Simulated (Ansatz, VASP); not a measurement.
# Cross-check of Sb (Antimony) between VASP and Ansatz, part 2 of 2

Aim: how closely do two programs agree when they are given the same cell, functional and k mesh? Of the first pair: The cell is taken from a series of runs on this material, whose earlier steps may have relaxed, scaled, displaced or heated it; both programs get it as it stands.

VASP 6.6.1 and Ansatz 0.2.0.

So far: The structure; VASP: elastic constants, LDA, pair 1.

**3. Ansatz: elastic constants, LDA, pair 1**

Level of this step: Ansatz beside VASP: Kohn-Sham DFT, plane waves, LDA (Ansatz).

Ansatz runs on its default PAW (the set named soft_2) files.

The same cell, functional (in two slightly different forms), mesh and smearing now go to Ansatz, which takes its cutoff from its data sets.

input.yaml reads:

```yaml
crystal:
  lattice:
    - [2.6043955248, 1.5036484573, 4.2529214785]
    - [-2.6043955248, 1.5036484573, 4.2529214785]
    - [0.0, -3.0072969146, 4.2529214785]
  atoms:
    - { symbol: Sb, position: [0.2500016477, 0.2500016477, 0.2500016477] }
    - { symbol: Sb, position: [0.7499983523, 0.7499983523, 0.7499983523] }
kpoints:
  mp_grid: { grid: [1, 1, 1] }
hamiltonian:
  xc: lda
scf:
  occupations: { method: gaussian, width: 0.1 }
output:
  forces: true
  stress: true
  eigenvalues: true
elastic:
  mode: relaxed_ion
  stencil: two_point
```

On the command line:

```bash
$ ansatz run input.yaml --threads 4 --pin off --max-ram 8192MiB --backend cpu --events-out ev --progress --plain --runs-dir out
```

Numbers of over 12 decimals in the logs are rounded to 6 here.

What it wrote:

```text
Warning: the atoms were moved onto the symmetric positions of the space group found under crystal.symmetry.tolerance 1.0e-5 (fractional; no operation is sought that the atoms, as they stand in a round, miss by more than twice it, and no atom is moved by as much as it), and the run uses the moved positions. Before a round's move an operation carried an atom to 4.20e-5 Å from where it should land, the largest such dist [...]
Warning: 72 symmetry operations that the atoms keep within the bar at which the run's group was sought (crystal.symmetry.tolerance 1.0e-5, or twice it) were not taken beside the 24 unitary ones that the detection took (of a slab, those that keep its plane). If the more symmetric cell is meant, write the vectors of crystal.lattice to more decimals, or, with the positions in fractional coordinates, give it by lengths a [...]
Engine: ansatz 0.2.0, aarch64-unknown-linux-gnu
Pseudopotentials: kind: paw
Pseudopotential: Sb, paw, valence charge 15, recommended cutoff 420 eV (normal), Sb.paw.azcp
Functional definition: SPW92
  exchange = slater_x
  correlation = pw_c
Crystal: 2 atoms, lattice volume = 99.929 Å³
Basis set: ecut = 420 eV, 1917 PW (Γ)
Bands: 19, of which v1, the nominal top of the filled ones, is band 15 counted from 1 (14 counted from 0)
Symmetry: 24 space group operations
k-points: 1
Non-local potential: Sb, projectors of the file, l = 0: 2, l = 1: 2, l = 2: 2, l = 3: 2
PAW form: soft (Blöchl's): semilocal exchange-correlation on the pseudo side does not see the compensation charge
PAW frozen core: Sb, regenerated for the run's functional, and the local potential with it (the file was generated under x = pbe(κ = 0.804, μ = 0.219515), c = pbe(β = 0.066725))
[...]
SCF iter   2: F=—  HF=-12666.212833 eV  |F-HF|=—  |Δ(HF+E_count)|=   3.62e-9  Δρ=2.85e-6  dr2=9.84e-10  ethr=1.16e-11  ⟨swp⟩=1.0  Hψ=19  notcnv=0
SCF iter   3: F=—  HF=-12666.212833 eV  |F-HF|=—  |Δ(HF+E_count)|=   1.38e-9  Δρ=1.46e-7  dr2=7.08e-12  ethr=3.28e-12  ⟨swp⟩=2.0  Hψ=23  notcnv=0
SCF iter   4: F=—  HF=-12666.212833 eV  |F-HF|=—  |Δ(HF+E_count)|=  3.64e-12  Δρ=3.27e-8  dr2=3.23e-13  ethr=2.36e-14 (applied; sched 1.00e-12)  ⟨swp⟩=2.0  Hψ=34  notcnv=0
SCF iter   5: F=-12666.212833 eV  HF=-12666.212833 eV  |F-HF|=3.64e-12  |Δ(HF+E_count)|=    0.00e0  Δρ=6.09e-9  dr2=1.37e-14  ethr=1.00e-12  ⟨swp⟩=4.0  Hψ=55  notcnv=0
SCF 3 converged in 5 iterations: F = -12666.212833 eV  dr2 = 1.37e-14
iter 1 solved again at ethr=5.59e-8 eV; its pass at ethr=3.10e-3 eV (dr2=1.68e-5 eV) is discarded
SCF iter   1: F=—  HF=-12666.212844 eV  |F-HF|=—  |Δ(HF+E_count)|=         —  Δρ=7.46e-5  dr2=9.70e-6  ethr=5.59e-8  ⟨swp⟩=3.0  Hψ=104  notcnv=0
preconditioner: auto → none  [insulator: Δε(μ)=2.799 eV  Ē_g=6.520 eV  σ=0.100 eV  W_gap=1.00  n_scr=14 (ndim 8)  ℏωp=11.8 eV  f_vac=0.214  D(μ)=0.00/eV (n_scr^D=0)  ε∞_Penn≈4.3]
SCF iter   2: F=—  HF=-12666.212844 eV  |F-HF|=—  |Δ(HF+E_count)|=   4.95e-7  Δρ=3.45e-5  dr2=1.96e-6  ethr=3.23e-8  ⟨swp⟩=1.0  Hψ=19  notcnv=0
SCF iter   3: F=—  HF=-12666.212851 eV  |F-HF|=—  |Δ(HF+E_count)|=   7.20e-6  Δρ=4.13e-6  dr2=1.31e-8  ethr=6.54e-9  ⟨swp⟩=2.0  Hψ=24  notcnv=0
SCF iter   4: F=—  HF=-12666.212851 eV  |F-HF|=—  |Δ(HF+E_count)|=   2.09e-9  Δρ=8.61e-7  dr2=7.90e-10  ethr=4.38e-11  ⟨swp⟩=2.0  Hψ=34  notcnv=0
SCF iter   5: F=—  HF=-12666.212851 eV  |F-HF|=—  |Δ(HF+E_count)|=  1.73e-10  Δρ=8.19e-8  dr2=5.16e-12  ethr=2.63e-12  ⟨swp⟩=2.0  Hψ=34  notcnv=0
[...]
SCF 4 converged in 7 iterations: F = -12666.212851 eV  dr2 = 1.05e-15
Basis set: ecut = 420 eV, 1929 PW (Γ)
[...]
preconditioner: auto → none  [insulator: Δε(μ)=2.792 eV  Ē_g=6.510 eV  σ=0.100 eV  W_gap=1.00  n_scr=14 (ndim 8)  ℏωp=11.7 eV  f_vac=0.214  D(μ)=0.00/eV (n_scr^D=0)  ε∞_Penn≈4.2]
[...]
SCF 5 converged in 5 iterations: F = -12666.212871 eV  dr2 = 1.09e-14
[...]
preconditioner: auto → none  [insulator: Δε(μ)=2.789 eV  Ē_g=6.515 eV  σ=0.100 eV  W_gap=1.00  n_scr=14 (ndim 8)  ℏωp=11.7 eV  f_vac=0.214  D(μ)=0.00/eV (n_scr^D=0)  ε∞_Penn≈4.3]
SCF iter   2: F=—  HF=-12666.212829 eV  |F-HF|=—  |Δ(HF+E_count)|=   5.65e-6  Δρ=1.72e-5  dr2=4.35e-7  ethr=7.77e-9  ⟨swp⟩=2.0  Hψ=22  notcnv=0
SCF iter   3: F=—  HF=-12666.212829 eV  |F-HF|=—  |Δ(HF+E_count)|=   1.44e-7  Δρ=1.81e-6  dr2=2.99e-9  ethr=1.45e-9  ⟨swp⟩=2.0  Hψ=24  notcnv=0
SCF iter   4: F=—  HF=-12666.212829 eV  |F-HF|=—  |Δ(HF+E_count)|=   2.78e-9  Δρ=4.78e-7  dr2=1.85e-10  ethr=9.97e-12  ⟨swp⟩=2.0  Hψ=32  notcnv=0
SCF iter   5: F=—  HF=-12666.212829 eV  |F-HF|=—  |Δ(HF+E_count)|=  1.24e-10  Δρ=6.60e-8  dr2=2.95e-12  ethr=6.18e-13 (applied; sched 1.00e-12)  ⟨swp⟩=2.0  Hψ=34  notcnv=0
SCF iter   6: F=-12666.212829 eV  HF=-12666.212829 eV  |F-HF|=1.82e-12  |Δ(HF+E_count)|=    0.00e0  Δρ=7.06e-9  dr2=3.08e-14  ethr=1.00e-12  ⟨swp⟩=5.0  Hψ=73  notcnv=0
SCF 6 converged in 6 iterations: F = -12666.212829 eV  dr2 = 3.08e-14
iter 1 solved again at ethr=5.21e-12 eV; its pass at ethr=3.10e-3 eV (dr2=1.56e-9 eV) is discarded
SCF iter   1: F=—  HF=-12666.212829 eV  |F-HF|=—  |Δ(HF+E_count)|=         —  Δρ=2.56e-7  dr2=1.03e-10  ethr=5.21e-12  ⟨swp⟩=4.0  Hψ=108  notcnv=0
preconditioner: auto → none  [insulator: Δε(μ)=2.781 eV  Ē_g=6.516 eV  σ=0.100 eV  W_gap=1.00  n_scr=14 (ndim 8)  ℏωp=11.7 eV  f_vac=0.214  D(μ)=0.00/eV (n_scr^D=0)  ε∞_Penn≈4.3]
SCF iter   2: F=—  HF=-12666.212829 eV  |F-HF|=—  |Δ(HF+E_count)|=  3.64e-12  Δρ=1.19e-7  dr2=1.71e-11  ethr=3.43e-13 (applied; sched 1.00e-12)  ⟨swp⟩=2.0  Hψ=24  notcnv=0
SCF iter   3: F=—  HF=-12666.212829 eV  |F-HF|=—  |Δ(HF+E_count)|=    0.00e0  Δρ=2.15e-8  dr2=3.37e-13  ethr=5.72e-14 (applied; sched 1.00e-12)  ⟨swp⟩=2.0  Hψ=24  notcnv=0
SCF iter   4: F=-12666.212829 eV  HF=-12666.212829 eV  |F-HF|=0.00e0  |Δ(HF+E_count)|=  3.64e-12  Δρ=5.18e-9  dr2=1.96e-14  ethr=1.00e-12  ⟨swp⟩=5.0  Hψ=59  notcnv=0
SCF 7 converged in 4 iterations: F = -12666.212829 eV  dr2 = 1.96e-14
SCF converged after 9 iterations
Free energy (F): -12666.212869 eV
Harris-Foulkes:  -12666.212869 eV  (|F-HF|=3.64e-12)
Internal energy: -12666.212869 eV  (E = F + TS)
E sigma→0 (E₀):  -12666.212869 eV
Fermi energy:    4.476567 eV
--- Per-component energies (eV) ---
  E_band       = -485.371766
  E_kinetic    = 416.109137
  E_local      = -3934.966300  (includes V_loc(G=0)·N_el)
  E_nonlocal   = 730.921607
  E_hartree    = 1740.024004
  E_xc         = -272.284520
  E_vxc        = -190.095404  (∫ρ·V_xc dr)
  E_paw        = -8851.283950  (= ΣΔE_a)
  E_vpaw       = -987.388813  (= ΣTr[D̂ρ^β])
  E_aug_tail   = -0.000004  (compensation charges beyond the density's cutoff)
  E_ewald      = -2495.850490
  E_core_change = 1.117647  (= ΣΔE_core)
  E_smearing   = -0.000000  (= −TS)
  E_closure    = 0.000000  (closes the sum)
  Σ components = -12666.212869   (vs F -12666.212869, Δ=0.00e0)
--- Forces (eV/Å), atoms counted from 1 ---
  atom   1  Sb    -0.00000000     0.00000000     0.00000000
  atom   2  Sb     0.00000000     0.00000000     0.00000000
  max |Σ_I F_I| component: 4.21e-28 eV/Å
--- Stress (GPa, compression-positive) ---
       -0.001703       0.000000      -0.000000
       -0.000000      -0.001703       0.000000
        0.000000       0.000000      -0.001558
  P = ⅓ Tr σ = -0.0017 GPa (-0.017 kbar)
--- Band table (eV) ---
  k-point 0: bands = [... 11 lower, -2.6667, 3.0741, 3.0741, 3.0741, 5.8790, 5.8791, 5.8791, 9.1687]
--- Elastic constants: 3 strain directions × 2 members + reference (group order 24) ---
  dense FFT box of the reference and of every strained cell: 36×36×36
  strains applied: 11, 33, 23; error gains: componentwise 1.00 (the most a stress slope's error grows in a printed constant), spectral 1.41 (1 for all six strains in a standard setting)
  C = ∂σ_k/∂η_j (tension-positive GPa; Voigt order 11 22 33 23 13 12):
        46.095      5.576     17.570    -16.958      0.000      0.000
         5.576     46.095     17.570     16.958      0.000      0.000
        17.566     17.566     34.201      0.000      0.000      0.000
       -16.954     16.954     -0.000     32.171      0.000      0.000
         0.000     -0.000     -0.000      0.000     32.171    -16.954
        -0.000      0.000     -0.000      0.000    -16.958     20.259
  reference stress σ⁰ (GPa):      0.002      0.002      0.002     -0.000      0.000     -0.000
  C* (energy form; C + prestress term) asymmetry max|C*_kj − C*_jk| = 4.815e-3 GPa — a small one proves nothing (zero by symmetry where the batch's group is 432, −43m or m−3m); a large one is finite-difference/SCF noise where every solve meets its electron count
  moduli (Voigt/Reuss/Hill, GPa): K = 23.09/23.09/23.09   G = 22.63/12.24/17.44   E = 41.79   ν = 0.198
  mechanically stable: yes (min eigenvalue of sym C = 8.24 GPa)
  strain η (Voigt 11):  stress-route row diagonal C_11 = 46.09 GPa, energy-path curvature d²(F+E_count+ΔE)/dδ²/Ω₀ = 46.02 GPa
         δ    σ_11 (GPa)             F (eV)   n_scf  n_hpsi   n_pw
    -2.000e-3      -0.0904      -12666.2128358       7     328   1917   relax 0 steps, max|allowed force component| 6.06e-28 eV/Å
     2.000e-3       0.0939      -12666.2128329       5     249   1925   relax 0 steps, max|allowed force component| 5.05e-29 eV/Å
  strain η (Voigt 33):  stress-route row diagonal C_33 = 34.20 GPa, energy-path curvature d²(F+E_count+ΔE)/dδ²/Ω₀ = 34.10 GPa
         δ    σ_33 (GPa)             F (eV)   n_scf  n_hpsi   n_pw
    -2.000e-3      -0.0662      -12666.2128507       7     312   1917   relax 0 steps, max|allowed force component| 5.89e-29 eV/Å
     2.000e-3       0.0706      -12666.2128708       5     257   1929   relax 0 steps, max|allowed force component| 2.02e-28 eV/Å
  strain η (Voigt 23):  stress-route row diagonal C_44 = 32.17 GPa, energy-path curvature d²(F+E_count+ΔE)/dδ²/Ω₀ = 32.22 GPa
         δ    σ_23 (GPa)             F (eV)   n_scf  n_hpsi   n_pw
    -2.000e-3      -0.0645      -12666.2128287       6     309   1917   relax 0 steps, max|allowed force component| 0.00e0 eV/Å
     2.000e-3       0.0642      -12666.2128289       4     231   1917   relax 0 steps, max|allowed force component| 6.06e-28 eV/Å
```

The column dr2 measures how far the density is from self-consistency, as an energy; F and HF (Harris–Foulkes) agree once it is small.

**4. Comparison**

Known differences besides the potentials themselves: the data sets hold 30 valence electrons in Ansatz (on its default PAW (the set named soft_2) files) and 10 in VASP; the cutoff is 420 eV in Ansatz and 500 eV in VASP; VASP's log shows a relativistic correction to its local exchange, Ansatz's none; VASP takes each elastic constant from one size of strain, Ansatz from those that its log lists. Total energies have different zeros and are not compared.

Compared:

```csv
quantity,Ansatz,VASP,difference
C11 (GPa),46.1,46.4,-0.68 %
C22 (GPa),46.1,46.4,-0.68 %
C33 (GPa),34.2,34.3,-0.20 %
C12 (GPa),5.6,6.1,-8.44 %
C13 (GPa),17.6,18.2,-3.62 %
C23 (GPa),17.6,18.2,-3.62 %
C44 (GPa),32.2,32.3,-0.40 %
C55 (GPa),32.2,32.3,-0.40 %
C66 (GPa),20.3,20.2,+0.49 %
```

**5. Ansatz: elastic constants, LDA, pair 2**

Elastic constants are differences of stresses under small strains, so they test the stress and the mesh. The cell compared in this pair holds 59.00 Å³, against 99.93 Å³ for the pair before.

The structure shown comes from an earlier Ansatz run, which isn't shown and may have moved the atoms alone.

input.yaml, the sections that differ from step 3:

```yaml
crystal:
  lattice:
    - [2.1457973395, 1.2388766716, 3.6990084211]
    - [-2.1457973395, 1.2388766716, 3.6990084211]
    - [0.0, -2.4777533432, 3.6990084211]
  atoms:
    - { symbol: Sb, position: [0.2339832508, 0.2339832508, 0.2339832508] }
    - { symbol: Sb, position: [0.7660167492, 0.7660167492, 0.7660167492] }
kpoints:
  mp_grid: { grid: [6, 6, 6] }
# hamiltonian, scf, output, elastic: as in step 3
```

What it wrote:

```text
[...]
Crystal: 2 atoms, lattice volume = 59.000 Å³
Basis set: ecut = 420 eV, 1153 PW (Γ)
Bands: 19, of which v1, the nominal top of the filled ones, is band 15 counted from 1 (14 counted from 0)
Symmetry: 12 space group operations
[...]
k-points: 32 of 216
[...]
2.000e-3       0.1068      -12671.6545604       6    7906   1168   relax 2 steps, max|allowed force component| 3.93e-5 eV/Å
[...]
δ    σ_23 (GPa)             F (eV)   n_scf  n_hpsi   n_pw
    -2.000e-3      -0.0778      -12671.6545683       6   16755   1165   relax 4 steps, max|allowed force component| 2.85e-7 eV/Å
     2.000e-3       0.0762      -12671.6545701       6   16719   1168   relax 3 steps, max|allowed force component| 9.51e-7 eV/Å
[key lines of the parts left out:]
SCF converged after 13 iterations
Free energy (F): -12671.654601 eV
Fermi energy:    10.131267 eV
P = ⅓ Tr σ = -0.0024 GPa (-0.024 kbar)
```

**6. VASP: elastic constants, LDA, pair 2**

The same cell, functional (in two slightly different forms), mesh and smearing now go to VASP, with its own data sets.

INCAR reads:

```
SYSTEM = Sb
PREC = Accurate
ENCUT = 500
EDIFF = 1E-08
NELM = 120
ISMEAR = 0
SIGMA = 0.1
LREAL = .FALSE.
ALGO = Normal
GGA = PW92
NBANDS = 11
LORBIT = 11
LWAVE = .FALSE.
LCHARG = .FALSE.
ISIF = 3
IBRION = 6
NFREE = 2
POTIM = 0.015
NSW = 1
LASPH = .TRUE.
GGA_COMPAT = .FALSE.
KPAR = 2
```

POSCAR reads:

```
Sb
1.0
    2.1457973395      1.2388766716      3.6990084211
   -2.1457973395      1.2388766716      3.6990084211
    0.0000000000     -2.4777533432      3.6990084211
Sb
2
Direct
    0.2339819602      0.2339819602      0.2339819602
    0.7660180398      0.7660180398      0.7660180398
```

KPOINTS reads:

```
Automatic mesh
0
Gamma
6 6 6
0 0 0
```

Potentials, in the order of the species: Sb (LDA family, release 64).

On the command line:

```bash
$ mpirun -np 2 vasp_std
```

What it wrote:

```text
[banner, memory and clock lines left out]
running    2 mpi-ranks, on    1 nodes
[...]
[... a notice as in an earlier step ...]

 LDA part: xc-table for (Slater(with rela. corr.)+PW92), standard interpolation
 POSCAR, INCAR and KPOINTS ok, starting setup
[...]
entering main loop
       N       E                     dE             d eps       ncg     rms          rms(c)
DAV:   1     0.375810171975E+02    0.37581E+02   -0.34958E+03   704   0.695E+02
DAV:   2    -0.758018166890E+01   -0.45161E+02   -0.43885E+02   983   0.115E+02
DAV:   3    -0.964093045496E+01   -0.20607E+01   -0.20494E+01   856   0.282E+01
DAV:   4    -0.965864861083E+01   -0.17718E-01   -0.17715E-01   797   0.316E+00
[...]
DAV:   9    -0.963253147355E+01   -0.26806E-05   -0.65347E-06   818   0.176E-02    0.534E-03
DAV:  10    -0.963253138559E+01    0.87954E-07   -0.59125E-07   779   0.426E-03    0.284E-03
DAV:  11    -0.963253137680E+01    0.87940E-08   -0.46931E-08   824   0.117E-03
   1 F= -.96325314E+01 E0= -.96315297E+01  d E =-.200339E-02
[... from here on, the cycles between the ionic steps are left out ...]
   2 F= -.96295050E+01 E0= -.96285831E+01  d E =-.184374E-02
   3 F= -.96258503E+01 E0= -.96248328E+01  d E =-.203505E-02
   8 F= -.96308778E+01 E0= -.96299503E+01  d E =-.185499E-02
   9 F= -.96308778E+01 E0= -.96299503E+01  d E =-.185502E-02
  10 F= -.96302028E+01 E0= -.96292069E+01  d E =-.199172E-02
  11 F= -.96301611E+01 E0= -.96291787E+01  d E =-.196485E-02
  12 F= -.96301784E+01 E0= -.96291876E+01  d E =-.198149E-02
  13 F= -.96301784E+01 E0= -.96291876E+01  d E =-.198152E-02
  14 F= -.96322943E+01 E0= -.96313396E+01  d E =-.190945E-02
  15 F= -.96322943E+01 E0= -.96313396E+01  d E =-.190941E-02
  16 F= -.96329252E+01 E0= -.96319301E+01  d E =-.199022E-02
  17 F= -.96309798E+01 E0= -.96299845E+01  d E =-.199060E-02
 Finite differences progress:
  Degree of freedom:   8/  8
  Displacement:        2/  2
  Total:              16/ 16
```

From OUTCAR (step 6):

```text
  Total        0.1865195      0.1865195      0.1732458      0.0000000      0.0000000      0.0000000
  in kB        5.0650238      5.0650238      4.7045704      0.0000000      0.0000000      0.0000000
  external PRESSURE =       4.9448726 kB  Pullay stress =       0.0000000 kB

 POSITION                                       TOTAL-FORCE (eV/Angst)
 -----------------------------------------------------------------------------------
      0.00000      0.00000      2.58150         0.000000     -0.000000      0.142870
      0.00000      0.00000      8.50052         0.000000      0.000000     -0.142870
 -----------------------------------------------------------------------------------
    total drift:                                0.000000      0.000000      0.000156

  FREE ENERGIE OF THE ION-ELECTRON SYSTEM (eV)
  ---------------------------------------------------
  free  energy   TOTEN  =        -9.6309798301 eV

  energy  without entropy=       -9.6289892289  energy(sigma->0) =       -9.62998453

[... 3 further parts left out ...]
[key lines of the parts left out:]
E-fermi :   7.4749
```

Levels, forces or a CONTCAR printed for this step are those of its last displaced cell, not of the structure at rest.

**7. Differences**

What differs besides the data sets and the points named for the pairs above, as far as they apply: the data sets hold 30 valence electrons in Ansatz (on its default PAW (the set named soft_2) files) and 10 in VASP. Total energies have different zeros and are not compared.

The two programs side by side:

```
 quantity  Ansatz   VASP  difference
C11 (GPa)   103.0  102.3     +0.61 %
C22 (GPa)   103.0  102.3     +0.61 %
C33 (GPa)    50.2   51.7     -3.01 %
C12 (GPa)    25.5   25.9     -1.35 %
C13 (GPa)    24.6   26.5     -7.12 %
C23 (GPa)    24.6   26.5     -7.12 %
C44 (GPa)    38.5   39.9     -3.51 %
C55 (GPa)    38.5   39.9     -3.51 %
C66 (GPa)    38.7   38.2     +1.26 %
```

**8. Outcome**

```json
{
  "difference in C12 (elastic constants, LDA, pair 1)": "-8.4 %",
  "difference in C13 (elastic constants, LDA, pair 2)": "-7.1 %"
}
```

**Reading.** The difference in C12 is -8.4 % (elastic constants, LDA, pair 1), beyond the 5 % picked in this series as the mark of a large difference. The data sets hold unlike numbers of valence electrons (30 in Ansatz and 10 in VASP), so part of the differences comes from the potentials. How closely two codes agree says nothing of how well the functional describes the real material.

[Lines on the potential files, build, host, timing and source positions are cut from VASP's logs without a mark.]

[Logs are printed without paths, hosts, clocks, repeated set-up lines and the standing remarks that a program may print on its own settings, such as how far it seeks lower states.]

[Hosts, paths, dates, database ids (printed as entryN), source tags and the programs' standing remarks are cut or masked in the printed files.]
